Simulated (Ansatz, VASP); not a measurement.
# Cross-check of SrCaH2Br2 between VASP and Ansatz, part 2 of 3

Aim: how closely do two programs agree when they are given the same cell, functional and k mesh? The cell is generated by rule, not measured, and may not be a known phase. The cell is taken from a series of runs on this material, whose earlier steps may have relaxed, scaled, displaced or heated it; both programs get it as it stands.

VASP 6.6.1 and Ansatz 0.2.0.

So far: Starting point; VASP: zone-centre phonons, PBEsol.

## Step 2: VASP: zone-centre phonons, PBEsol (continued)

Level of this step: PBEsol; plane waves and PAW (Sr_sv, Ca_sv, H, Br); invented cell (VASP).

From OUTCAR (step 2):

```text
ion  position               nearest neighbor table
   1  0.000  0.500  0.183-   3 2.44   4 2.44   3 2.44   4 2.44   6 3.10   6 3.10   6 3.10   6 3.10
                             5 3.46   5 3.77   2 3.87   2 3.87   2 3.87   2 3.87
   2  0.500  0.000  0.821-   1 3.87   1 3.87   1 3.87   1 3.87
   3  0.000  0.000  0.991-   1 2.44   1 2.44
   4  0.500  0.500  0.991-   1 2.44   1 2.44
   5  0.000  0.500  0.661-   1 3.46   1 3.77
   6  0.500  0.000  0.352-   1 3.10   1 3.10   1 3.10   1 3.10

  LATTYP: Found a simple tetragonal cell.
 ALAT       =     4.0268174854
 C/A-ratio  =     1.7947765080

 Subroutine GETGRP returns: Found  8 space group operations
 (whereof  4 operations were pure point group operations)

The static configuration has the point symmetry C_2v.
 The point group associated with its full space group is C_4v.

 Found     30 irreducible k-points:

   k-points           NKPTS =     30   k-points in BZ     NKDIM =     30   number of bands    NBANDS=     24

   dimension x,y,z NGX =    30 NGY =   30 NGZ =   54
   dimension x,y,z NGXF=    60 NGYF=   60 NGZF=  108

   ENCUT  =  500.0 eV  36.75 Ry    6.06 a.u.   7.34  7.34 13.18*2*pi/ulx,y,z

   NELECT =      36.0000    total number of electrons

 k-points in reciprocal lattice and weights: Automatic mesh
   0.00000000  0.00000000  0.00000000       0.007
   0.16666667  0.00000000  0.00000000       0.028
   0.33333333  0.00000000  0.00000000       0.028
   0.50000000  0.00000000  0.00000000       0.014
   0.16666667  0.16666667  0.00000000       0.028
   0.33333333  0.16666667  0.00000000       0.056
   0.50000000  0.16666667  0.00000000       0.028
   0.33333333  0.33333333  0.00000000       0.028
   0.50000000  0.33333333  0.00000000       0.028
[...]
0.50000000  0.33333333  0.50000000       0.028
   0.50000000  0.50000000  0.50000000       0.007

 average (electrostatic) potential at core
       1 -37.4260       2 -46.4874       3 -31.3083       4 -31.3083       5 -63.0696
       6 -63.1594

  Total        0.0969413      0.0969413      0.0558296      0.0000000      0.0000000      0.0000000
  in kB        1.3253275      1.3253275      0.7632708      0.0000000      0.0000000      0.0000000
  external PRESSURE =       1.1379753 kB  Pullay stress =       0.0000000 kB

  energy-cutoff  :      500.00
  volume of cell :      117.19
      direct lattice vectors                 reciprocal lattice vectors
[...]
2.01341      0.00000      5.93400         0.000000      0.000000     -0.006224
      0.00000      0.00000      7.16522         0.000000      0.000000     -0.001277
      2.01341      2.01341      7.16522         0.000000      0.000000     -0.001277
      0.00000      2.01341      4.78019         0.000000      0.000000     -0.007081
      2.01341      0.00000      2.54277         0.000000      0.000000      0.015231
 -----------------------------------------------------------------------------------
    total drift:                                0.000000     -0.000000      0.000007

 Eigenvectors and eigenvalues of the dynamical matrix
 ----------------------------------------------------

   1 f  =   28.401037 THz   178.448976 2PiTHz  947.356609 cm-1   117.457197 meV
             X         Y         Z           dx          dy          dz
      0.000000  2.013409  1.321554     0.000000    0.000000   -0.050836
      2.013409  0.000000  5.933997    -0.000000    0.000000   -0.065100
      0.000000  0.000000  7.165220    -0.000000   -0.000000    0.704080
      2.013409  2.013409  7.165220     0.000000    0.000000    0.704080
      0.000000  2.013409  4.780189     0.000000   -0.000000   -0.033000
      2.013409  0.000000  2.542769    -0.000000    0.000000   -0.025141

   2 f  =   27.442927 THz   172.428998 2PiTHz  915.397526 cm-1   113.494777 meV
             X         Y         Z           dx          dy          dz
      0.000000  2.013409  1.321554     0.048481    0.000374   -0.000000
      2.013409  0.000000  5.933997     0.010169    0.000078    0.000000
      0.000000  0.000000  7.165220     0.307302   -0.007321   -0.000000
      2.013409  2.013409  7.165220    -0.950195    0.002368    0.000000
      0.000000  2.013409  4.780189     0.013444    0.000104    0.000000
      2.013409  0.000000  2.542769     0.000446    0.000003   -0.000000

   3 f  =   27.442927 THz   172.428998 2PiTHz  915.397526 cm-1   113.494777 meV
             X         Y         Z           dx          dy          dz
      0.000000  2.013409  1.321554     0.000374   -0.048481   -0.000000
      2.013409  0.000000  5.933997     0.000078   -0.010169   -0.000000
      0.000000  0.000000  7.165220     0.002368    0.950195   -0.000000
      2.013409  2.013409  7.165220    -0.007321   -0.307302    0.000000
      0.000000  2.013409  4.780189     0.000104   -0.013444   -0.000000
      2.013409  0.000000  2.542769     0.000003   -0.000446   -0.000000

   4 f  =   26.112802 THz   164.071571 2PiTHz  871.029302 cm-1   107.993821 meV
             X         Y         Z           dx          dy          dz
      0.000000  2.013409  1.321554    -0.000000    0.000000   -0.000000
      2.013409  0.000000  5.933997     0.000000   -0.000000   -0.000000
      0.000000  0.000000  7.165220    -0.000000   -0.000000   -0.707107
      2.013409  2.013409  7.165220     0.000000   -0.000000    0.707107
      0.000000  2.013409  4.780189     0.000000   -0.000000   -0.000000
      2.013409  0.000000  2.542769     0.000000   -0.000000   -0.000000

   5 f  =   22.363036 THz   140.511098 2PiTHz  745.950579 cm-1    92.486043 meV
             X         Y         Z           dx          dy          dz
      0.000000  2.013409  1.321554    -0.000139   -0.056381   -0.000000
      2.013409  0.000000  5.933997    -0.000216   -0.087179   -0.000000
      0.000000  0.000000  7.165220     0.002344    0.302463   -0.000000
      2.013409  2.013409  7.165220     0.000748    0.947387    0.000000
      0.000000  2.013409  4.780189    -0.000020   -0.008180   -0.000000
      2.013409  0.000000  2.542769    -0.000027   -0.010988   -0.000000

   6 f  =   22.363036 THz   140.511098 2PiTHz  745.950579 cm-1    92.486043 meV
             X         Y         Z           dx          dy          dz
      0.000000  2.013409  1.321554     0.056381   -0.000139    0.000000
      2.013409  0.000000  5.933997     0.087179   -0.000216   -0.000000
      0.000000  0.000000  7.165220    -0.947387    0.000748    0.000000
      2.013409  2.013409  7.165220    -0.302463    0.002344   -0.000000
      0.000000  2.013409  4.780189     0.008180   -0.000020   -0.000000
      2.013409  0.000000  2.542769     0.010988   -0.000027    0.000000

   7 f  =    5.320624 THz    33.430467 2PiTHz  177.476916 cm-1    22.004323 meV
             X         Y         Z           dx          dy          dz
      0.000000  2.013409  1.321554     0.000000    0.000000    0.470562
      2.013409  0.000000  5.933997    -0.000000   -0.000000   -0.769988
      0.000000  0.000000  7.165220    -0.000000    0.000000   -0.015784
      2.013409  2.013409  7.165220     0.000000   -0.000000   -0.015784
      0.000000  2.013409  4.780189     0.000000    0.000000    0.330521
      2.013409  0.000000  2.542769    -0.000000   -0.000000   -0.275586

   8 f  =    4.603357 THz    28.923748 2PiTHz  153.551477 cm-1    19.037948 meV
             X         Y         Z           dx          dy          dz
      0.000000  2.013409  1.321554     0.585906   -0.012521   -0.000000
      2.013409  0.000000  5.933997    -0.639348    0.013664    0.000000
      0.000000  0.000000  7.165220    -0.031801   -0.000347   -0.000000
      2.013409  2.013409  7.165220     0.016258    0.000680    0.000000
      0.000000  2.013409  4.780189     0.260717   -0.005572   -0.000000
      2.013409  0.000000  2.542769    -0.422187    0.009023    0.000000

   9 f  =    4.603357 THz    28.923748 2PiTHz  153.551477 cm-1    19.037948 meV
             X         Y         Z           dx          dy          dz
      0.000000  2.013409  1.321554     0.012521    0.585906   -0.000000
      2.013409  0.000000  5.933997    -0.013664   -0.639348    0.000000
      0.000000  0.000000  7.165220    -0.000680    0.016258    0.000000
      2.013409  2.013409  7.165220     0.000347   -0.031801    0.000000
      0.000000  2.013409  4.780189     0.005572    0.260717   -0.000000
      2.013409  0.000000  2.542769    -0.009023   -0.422187   -0.000000

  10 f  =    3.831303 THz    24.072787 2PiTHz  127.798515 cm-1    15.844989 meV
             X         Y         Z           dx          dy          dz
      0.000000  2.013409  1.321554    -0.365458    0.149752    0.000000
      2.013409  0.000000  5.933997    -0.591587    0.242412    0.000000
      0.000000  0.000000  7.165220    -0.055166    0.015952    0.000000
      2.013409  2.013409  7.165220    -0.038930    0.022605   -0.000000
      0.000000  2.013409  4.780189     0.256593   -0.105143    0.000000
      2.013409  0.000000  2.542769     0.549817   -0.225296   -0.000000

  11 f  =    3.831303 THz    24.072787 2PiTHz  127.798515 cm-1    15.844989 meV
             X         Y         Z           dx          dy          dz
      0.000000  2.013409  1.321554    -0.149752   -0.365458   -0.000000
      2.013409  0.000000  5.933997    -0.242412   -0.591587   -0.000000
      0.000000  0.000000  7.165220    -0.022605   -0.038930    0.000000
      2.013409  2.013409  7.165220    -0.015952   -0.055166    0.000000
      0.000000  2.013409  4.780189     0.105143    0.256593    0.000000
      2.013409  0.000000  2.542769     0.225296    0.549817    0.000000

  12 f  =    2.960329 THz    18.600299 2PiTHz   98.745963 cm-1    12.242933 meV
             X         Y         Z           dx          dy          dz
      0.000000  2.013409  1.321554    -0.000000   -0.000000    0.113150
      2.013409  0.000000  5.933997     0.000000   -0.000000   -0.419993
      0.000000  0.000000  7.165220    -0.000000   -0.000000   -0.015170
      2.013409  2.013409  7.165220    -0.000000   -0.000000   -0.015170
      0.000000  2.013409  4.780189     0.000000   -0.000000   -0.541166
      2.013409  0.000000  2.542769    -0.000000    0.000000    0.719362

  13 f  =    2.915082 THz    18.316001 2PiTHz   97.236672 cm-1    12.055805 meV
             X         Y         Z           dx          dy          dz
      0.000000  2.013409  1.321554     0.000000    0.000000   -0.679058
      2.013409  0.000000  5.933997     0.000000    0.000000   -0.299045
      0.000000  0.000000  7.165220     0.000000    0.000000   -0.018680
      2.013409  2.013409  7.165220     0.000000    0.000000   -0.018680
      0.000000  2.013409  4.780189    -0.000000   -0.000000    0.566474
      2.013409  0.000000  2.542769     0.000000    0.000000    0.357579
    [... 43 further lines ...]
      0.000000  2.013409  4.780189    -0.321304    0.414685    0.000000
      2.013409  0.000000  2.542769    -0.323342    0.417316    0.000000

 ELASTIC MODULI CONTR FROM IONIC RELAXATION (kBar)
 Direction    XX          YY          ZZ          XY          YZ          ZX
 --------------------------------------------------------------------------------
 XX         -16.6622    -15.2263    -26.0193      0.0000     -0.0000      0.0000
 YY         -15.2263    -16.6622    -26.0193      0.0000     -0.0000      0.0000
 ZZ         -26.0193    -26.0193    -83.2186      0.0000     -0.0000      0.0000
 XY           0.0000      0.0000      0.0000      0.0000      0.0000      0.0000
 YZ          -0.0000     -0.0000     -0.0000      0.0000    -61.8335      0.0000
 ZX           0.0000      0.0000      0.0000      0.0000      0.0000    -56.3663
 --------------------------------------------------------------------------------
```

(Continued in part 3 of 3.)

[Lines on the potential files, build, host, timing and source positions are cut from VASP's logs without a mark.]

[Logs are printed without paths, hosts, clocks, repeated set-up lines and the standing remarks that a program may print on its own settings, such as how far it seeks lower states.]

[Hosts, paths, dates, database ids (printed as entryN), source tags and the programs' standing remarks are cut or masked in the printed files.]
